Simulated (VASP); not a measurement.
**TiC: energy against volume**

TiC (rock salt, Fm-3m, 9.692 Å³/atom and stress up to 0.08 GPa in the relaxed cell, cube axes along x, y and z) under an equal strain ε along all three axes. LDA in VASP (plane waves, PAW), 600 eV, 18×18×18 Γ-centred mesh, Methfessel-Paxton smearing 0.10 eV; ions are relaxed, or left where forces stay under 0.02 eV/Å, within the symmetry of each cell.

Here V stands for volume and E for E less E0.

| volume (Å³/atom) | E less E0 (meV/atom) | pressure (GPa) |
|---|---|---|
| 8.8455 | ? | ? |
| 9.1219 | 32.89 | 19.07 |
| 9.2622 | 18.32 | 13.82 |
| 9.4040 | 8.11 | 8.89 |
| 9.5472 | 2.06 | 4.26 |
| 9.6919 | 0.00 | -0.08 |
| 9.8380 | 1.75 | -4.14 |
| 9.9855 | 7.15 | -7.95 |
| 10.1346 | 16.03 | -11.51 |
| 10.2851 | 28.23 | -14.85 |

Question: Using the third-order Birch-Murnaghan form, a cubic in V^(-2/3), estimate the missing E at V = 8.8455 from the other rows, showing the fit.

Answer: With u = V^(-2/3) - 0.220, the rows have u = 0.009057, 0.006738, 0.004453, 0.002203, -0.000015, -0.002198, -0.004348, -0.006468, -0.008557. Least squares gives E = 0.003 + 67.49·u + 393453·u² + 2758·u³. Residuals (row less fit): -0.001, -0.002, 0.004, -0.001, -0.002, -0.005, 0.002, 0.004, -0.003; standard error 0.004 (degrees of freedom: 5). Its minimum lies at u = -0.000086, so V0 = (0.219914)^(-3/2) = 9.697. There d²E/du² = 786900 and d³E/du³ = 16550, so B0 = (4/9) × 9.697^(-7/3) × 786900 × 0.160218 = 279 GPa (the last factor turns the table's units into GPa), and B0' = 4 + (2/3) × 0.219914 × (16550)/786900 = 4.0. B0' rests on the cubic coefficient alone and has a standard error of 0.1 from these residuals. At the withheld row, u = 0.013804, so E = 0.003 + 67.49 × 0.013804 + 393453 × 0.013804² + 2758 × 0.013804³ = 75.915 meV/atom. The calculation gives 75.86 meV/atom, 0.055 meV/atom below the prediction (0.1 % of the range of E in the table). The row lies outside the fitted rows, so this is an extrapolation. The scatter of the fitted rows lies at the last printed digit.

In a metal these values are sensitive to mesh and smearing; energies are taken to zero smearing, stresses follow the free energy. The runs aren't spin-polarised. Other structures, which can take over under pressure, weren't tried. The same form fitted to the pressure column gives B0' = 4.0; series where the two differ by over 0.4 aren't shown. Rows are the converged runs of the series near zero and its far end, less any whose ions stayed unrelaxed beside relaxed ones; series whose fitted rows scatter by over a few per cent of the range, as at a crossing or softening among them, aren't shown in this form.
